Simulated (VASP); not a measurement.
Output of a VASP run:

File OSZICAR:
```
       N       E                     dE             d eps       ncg     rms          rms(c)
DAV:   1     0.355823954452E+03    0.35582E+03   -0.19929E+04  1648   0.116E+03
DAV:   2    -0.266400014996E+01   -0.35849E+03   -0.35003E+03  1740   0.391E+02
DAV:   3    -0.363788216218E+02   -0.33715E+02   -0.32605E+02  2632   0.757E+01
DAV:   4    -0.383978620441E+02   -0.20190E+01   -0.19654E+01  2224   0.187E+01
DAV:   5    -0.384713532185E+02   -0.73491E-01   -0.71675E-01  2292   0.312E+00    0.215E+01
DAV:   6    -0.372538594360E+02    0.12175E+01   -0.18753E+00  1744   0.932E+00    0.865E+00
DAV:   7    -0.370044498649E+02    0.24941E+00   -0.11419E+00  2216   0.640E+00    0.147E+00
DAV:   8    -0.370042495226E+02    0.20034E-03   -0.11844E-01  2096   0.229E+00    0.109E+00
DAV:   9    -0.370029947766E+02    0.12547E-02   -0.80428E-02  2152   0.206E+00    0.281E-01
DAV:  10    -0.370003950631E+02    0.25997E-02   -0.15077E-02  2144   0.938E-01    0.264E-02
DAV:  11    -0.370004228173E+02   -0.27754E-04   -0.60409E-04  2044   0.150E-01    0.211E-02
DAV:  12    -0.370004213611E+02    0.14561E-05   -0.23309E-05  2432   0.274E-02    0.121E-02
DAV:  13    -0.370004192401E+02    0.21211E-05   -0.29540E-06  1512   0.150E-02    0.189E-03
DAV:  14    -0.370004192664E+02   -0.26371E-07   -0.36791E-07  1148   0.442E-03
   1 F= -.37000419E+02 E0= -.36939910E+02  d E =-.121019E+00
```

OUTCAR:
```
------------------------ aborting loop because EDIFF is reached ----------------------------------------
  FORCE on cell =-STRESS in cart. coord.  units (eV):
  Direction    XX          YY          ZZ          XY          YZ          ZX
  --------------------------------------------------------------------------------------
  Total       -2.2919269     -2.2919282     -1.7424361      0.0000000      0.0000000     -0.0000000
  in kB      -40.7766628    -40.7766849    -31.0004337      0.0000000      0.0000000     -0.0000000
  external PRESSURE =     -37.5179271 kB  Pullay stress =       0.0000000 kB
  volume of cell :       90.05
      direct lattice vectors                 reciprocal lattice vectors
     3.185296000  0.000000000  0.000000000     0.313942566  0.181254776  0.000000000
    -1.592648000  2.758548000  0.000000000     0.000000000  0.362509552  0.000000000
     0.000000000  0.000000000 10.248713000     0.000000000  0.000000000  0.097573227
 POSITION                                       TOTAL-FORCE (eV/Angst)
 -----------------------------------------------------------------------------------
      0.00000      0.00000      0.00000         0.000000      0.000000      0.000000
      0.00000      0.00000      5.12436        -0.000000      0.000000      0.000000
     -0.00000      1.83903      2.56218         0.000000     -0.000000     -0.000000
      1.59265      0.91952      7.68653        -0.000000      0.000000      0.000000
 -----------------------------------------------------------------------------------
    total drift:                                0.000000     -0.000000      0.000000
  FREE ENERGIE OF THE ION-ELECTRON SYSTEM (eV)
  ---------------------------------------------------
  free  energy   TOTEN  =       -37.0004192664 eV

  energy  without entropy=      -36.8794005816  energy(sigma->0) =      -36.93990992
```
(Selected blocks of OUTCAR.)

### POSCAR
```
Zr
1
    3.1852960000     0.0000000000     0.0000000000
   -1.5926480000     2.7585480000     0.0000000000
    0.0000000000     0.0000000000    10.2487130000
Zr
4
Direct
  0.0000000000   0.0000000000   0.0000000000
  0.0000000000   0.0000000000   0.5000000000
  0.3333330000   0.6666670000   0.2500000000
  0.6666670000   0.3333330000   0.7500000000
```

Reconstruct the remaining input files.

This is not unique; one that fits is the input of the run itself, LDA (Ceperley-Alder, Perdew-Zunger), plane waves, VASP's LDA PAW potentials (set 64).

INCAR:
```
# general
SYSTEM   =  Zr
PREC     =  Accurate
ENCUT    =  300
LREAL    =  .FALSE.
LASPH    =  .TRUE.

# electronic loop
EDIFF    =  1E-6
NELM     =  100
ALGO     =  Normal
LMAXMIX  =  4

# smearing
ISMEAR   =  0
SIGMA    =  0.2

# ions
ISIF     =  2

# output
LWAVE    =  .FALSE.
LCHARG   =  .FALSE.
```

**KPOINTS**
```
Automatic mesh
0
G
  10 10 3
0 0 0
```

POTCAR, in this order: Zr_sv (LDA.64 set). Program: vasp_std.

At this cut-off the stress carries a Pulay error, which pulls relaxed volumes low.

The structure was generated: Zr was put into an ordered model structure, which need not be its known phase. The cell was not relaxed at this level.
